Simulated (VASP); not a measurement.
SrTiO3: transverse stress against strain

SrTiO3 (cubic perovskite, Pm-3m, 11.514 Å³/atom and stress up to 0.23 GPa in the relaxed cell, cube axes along x, y and z) under an equal strain ε along x and y, with z held. LDA in VASP (plane waves, PAW), 600 eV, 8×8×8 Γ-centred mesh, Gaussian smearing 0.05 eV; ions are relaxed, or left where forces stay under 0.02 eV/Å, within the symmetry of each cell. Stress is positive for a compressed cell.

Here s stands for strain and y for stress zz.

| strain (%) | stress zz (GPa) |
|---|---|
| -1.50 | 3.23 |
| -1.00 | 2.05 |
| -0.50 | 0.88 |
| 0.00 | -0.23 |
| 0.50 | -1.31 |
| 1.00 | -2.34 |
| 1.50 | -3.34 |
| 3.00 | ? |

Fit y of the 7 rows that show it with a straight line. Means: s 0, y -0.151. About the means, the sum of products is -15.340 and the sum of squares of s is 7.0000; the slope is their ratio. Least squares gives y = -0.151 - 2.1914·s. Residuals (row less fit): 0.094, 0.010, -0.065, -0.079, -0.063, 0.002, 0.098; standard error 0.081 (degrees of freedom: 5). The slope gives the elastic constant 2C12 = 219 ± 3 GPa (± standard error of the fit, which holds the terms cut off).

Task: Predict the withheld y at s = 3.00 from the fit, and compare with the calculation.

Result: y = -0.151 - 2.1914 × 3.0 = -6.725 GPa. The calculation gives -6.09 GPa, 0.635 GPa above the prediction (6.8 % of the range of y in the table). The row lies outside the fitted rows, so this is an extrapolation. From the scatter of the fitted rows alone, a prediction at this place has a standard error of 0.127 GPa, so the miss is 5.0 times that.

A polynomial of degree 2 through the 12 other runs of the series gives -6.07 there, so most of the miss is curvature that the fit leaves out. The primitive cell can neither tilt nor turn polar against its symmetry, as such crystals can under strain. SrTiO3 is here the ideal cubic form; the compound distorts at low or room temperature. Rows are the converged runs of the series near zero and its far end; series whose fitted rows scatter by over a few per cent of the range, as at a crossing or softening among them, aren't shown in this form, nor equations of state whose B0' disagrees with the runs' pressures. Most that stay on the fit to the last digits aren't either.
